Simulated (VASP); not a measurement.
VASP input:

File KPOINTS:
```
Automatic mesh
0
Gamma
16 16 16
0 0 0
```

### INCAR
```
ALGO = Normal
EDIFF = 1E-6
EDIFFG = -0.02
ENCUT = 500
IBRION = 2
ISIF = 3
ISMEAR = 1
LASPH = .TRUE.
LCHARG = .FALSE.
LMAXMIX = 4
LREAL = .FALSE.
LWAVE = .FALSE.
NELM = 100
NSW = 40
PREC = Accurate
PSTRESS = 300
SIGMA = 0.1
SYSTEM = Ag
```

### POSCAR
```
Ag
1
    0.0000000000     1.9074449539     1.9074449539
    1.9074449539     0.0000000000     1.9074449539
    1.9074449539     1.9074449539    -0.0000000000
Ag
1
Direct
  0.0000000000   0.0000000000   0.0000000000
```

POTCAR, in this order: Ag (LDA.64 set). Program: vasp_std.

Write an equivalent input for Ansatz.

One equivalent input (not run):
Ansatz 0.2 input:
```yaml
crystal:
  lattice:
    - [0.0000000, 1.9074450, 1.9074450]
    - [1.9074450, 0.0000000, 1.9074450]
    - [1.9074450, 1.9074450, 0.0000000]
  atoms:
    - { symbol: Ag, position: [0.0000000, 0.0000000, 0.0000000] }
kpoints:
  mp_grid: { grid: [16, 16, 16] }
hamiltonian:
  xc: lda
  pseudopotentials: { kind: paw }
scf:
  occupations: { method: methfessel_paxton, width: 0.1 }
  max_iter: 100
relax:
  max_steps: 40
  f_tol: 0.02
  cell: { p_target: 30 }
output: { forces: true, stress: true, eigenvalues: true }
```
Limits of the translation: each code has its own PAW files, so the cut-off isn't converted (ENCUT is set for VASP's; basis.ecutwfc is left out, and Ansatz then takes the one that its files recommend); Ansatz stops its SCF on the density residual and VASP on the energy change (EDIFF); Ansatz's lda is the Perdew-Wang form, while the LDA potentials of VASP carry Perdew-Zunger's.

The compound is Ag in the fcc structure. It was relaxed first under an external pressure of 30 GPa.
